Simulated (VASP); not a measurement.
These are r2SCAN meta-GGA, VASP's PBE PAW potentials (set 64) (plane waves; VASP) values and carry that method's errors.

The input files of a VASP run:

POSCAR:
```
Sm
1
    3.2253066278     0.0000000000     0.0000000000
   -0.0000000000     3.2253066278     0.0000000000
   -0.0000000000    -0.0000000000     3.2253066278
Sm
1
Direct
  0.0000000000   0.0000000000   0.0000000000
```

**INCAR**
```
ALGO  =  Normal
EDIFF  =  1E-6
EDIFFG  =  -0.01
ENCUT  =  400
IBRION  =  2
ISIF  =  3
ISMEAR  =  1
LASPH  =  .TRUE.
LCHARG  =  .FALSE.
LMAXMIX  =  6
LMIXTAU  =  .TRUE.
LREAL  =  .FALSE.
LWAVE  =  .FALSE.
METAGGA  =  R2SCAN
NELM  =  100
NSW  =  60
PREC  =  Accurate
SIGMA  =  0.1
SYSTEM  =  Sm
```

**KPOINTS**
```
kpoints
0
Gamma
10 10 10
0 0 0
```

POTCAR, in this order: Sm_3 (PBE.64 set). Program: vasp_std.

The 4f electrons are frozen in the core of the lanthanide potential, so 4f levels, which can set the real gap, and their magnetism are missing.

Question: Estimate the energy per atom (σ→0), volume per atom, band gap (on the k-mesh).

Answer: 
| Property | Value |
|---|---|
| energy per atom (σ→0) | -29040 meV/atom |
| band gap (on the k-mesh) | none (metal, semimetal or under 0.01 eV) |
| volume per atom | 33.49 Å³/atom |

OSZICAR:
```
...
DAV:   1    -0.290396250334E+02   -0.22606E-03   -0.74868E-03  1018   0.106E+00    0.718E-02
DAV:   2    -0.290394272460E+02    0.19779E-03   -0.31354E-04  1022   0.190E-01    0.301E-02
DAV:   3    -0.290393934881E+02    0.33758E-04   -0.16936E-04  1029   0.142E-01    0.569E-03
DAV:   4    -0.290394006106E+02   -0.71225E-05   -0.44248E-06  1027   0.242E-02    0.403E-03
DAV:   5    -0.290394025217E+02   -0.19111E-05   -0.18637E-06  1035   0.163E-02    0.105E-03
DAV:   6    -0.290394041611E+02   -0.16394E-05   -0.16113E-06   992   0.155E-02    0.138E-04
DAV:   7    -0.290394041746E+02   -0.13433E-07   -0.79205E-08   518   0.350E-03
   2 F= -.29039404E+02 E0= -.29039658E+02  d E =-.572155E-05
```

The structure was generated: Sm was put into the simple-cubic type (Pm-3m), which need not be its known phase. This run relaxes it. Symmetry was kept, so distortions that lower it aren't found. The start is the result of an earlier pass.
